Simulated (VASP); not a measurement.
Given:

```xyz
2
Lattice="1.7800 -3.0831 0.0000 1.7800 3.0831 0.0000 0.0000 0.0000 5.5900" Properties=species:S:1:pos:R:3 pbc="T T T"
Er     1.7800     1.0277     1.3975
Er     1.7800    -1.0277     4.1925
```

The numbers are results of PBE GGA with D4 dispersion, VASP's PBE PAW potentials (set 64) (plane waves; VASP), not measurements. Settings: 520 eV cut-off, 11×11×6 Γ-centred mesh, first-order Methfessel-Paxton smearing of 0.10 eV, potentials Er_3.

The 4f electrons are frozen in the core of the lanthanide potential, so 4f levels, which can set the real gap, and their magnetism are missing.

The ions, cell shape and volume are relaxed. Which structure does the run end with?

```xyz
2
Lattice="1.7796 -3.0824 0.0000 1.7796 3.0824 0.0000 0.0000 0.0000 5.4892" Properties=species:S:1:pos:R:3 pbc="T T T"
Er     1.7796     1.0275     1.3723
Er     1.7796    -1.0275     4.1169
```
Space group P6_3/mmc (194), at a tolerance of 0.03 Å.

How do energy and volume change from the first to the last step?

The energy (σ→0) changes by -2.6 meV/atom and the volume by -1.8 %, in 5 ionic steps.

```json
[
 {"step": "1", "E(σ→0) (eV)": "-9.3679", "max force (eV/Å)": "0.000", "pressure (GPa)": "-0.75", "volume (Å³)": "61.35"},
 {"step": "2", "E(σ→0) (eV)": "-9.3725", "max force (eV/Å)": "0.000", "pressure (GPa)": "0.13", "volume (Å³)": "60.08"},
 {"step": "3", "E(σ→0) (eV)": "-9.3725", "max force (eV/Å)": "0.000", "pressure (GPa)": "0.16", "volume (Å³)": "60.04"},
 {"step": "4", "E(σ→0) (eV)": "-9.3731", "max force (eV/Å)": "0.000", "pressure (GPa)": "0.07", "volume (Å³)": "60.17"},
 {"step": "5", "E(σ→0) (eV)": "-9.3732", "max force (eV/Å)": "0.000", "pressure (GPa)": "0.01", "volume (Å³)": "60.22"}
]
```

The compound is Er in the hcp structure. This run relaxes it. Symmetry was kept, so distortions that lower it aren't found.
